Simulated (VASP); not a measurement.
## MnO (relaxed from the wurtzite structure, space group P6_3mc): computed properties

Computed with PBEsol GGA, VASP's PBE PAW potentials (set 64) (plane waves; VASP 6.6.1).

```json
{
 "space_group": "P6_3mc (186)",
 "cell": "a = b = 3.391 Å, c = 5.343 Å, α = β = 90.00°, γ = 120.00°",
 "volume_per_atom": "13.30 Å³/atom",
 "band gap (over mesh and band path)": "none (metal, semimetal or under 0.01 eV)",
 "cell_moment": "10.00 μB",
 "density": "4.43 g/cm³"
}
```

```cif
data_Mn2O2
_chemical_formula_sum 'Mn2 O2'
_space_group_name_H-M_alt 'P 1'
_space_group_IT_number 1
_cell_length_a 3.39116
_cell_length_b 3.39115
_cell_length_c 5.34328
_cell_angle_alpha 90.000
_cell_angle_beta 90.000
_cell_angle_gamma 120.000
loop_
_space_group_symop_operation_xyz
  'x, y, z'
loop_
_atom_site_label
_atom_site_type_symbol
_atom_site_fract_x
_atom_site_fract_y
_atom_site_fract_z
_atom_site_occupancy
Mn1 Mn 0.66667 0.33333 0.00592 1
Mn2 Mn 0.33333 0.66667 0.50592 1
O1 O 0.66667 0.33333 0.61928 1
O2 O 0.33333 0.66667 0.11928 1
```
Starting moments (μB, in the order of the record's atoms Mn Mn O O): 4.4 4.4 0.2 0.2.

The moments were started parallel, and other spin orders were not tried in this run.

The structure was generated: MnO was put into the wurtzite type (P6_3mc), which need not be its known phase. It was relaxed first, which changed the volume by +6 %. Symmetry was kept, so distortions that lower it aren't found.
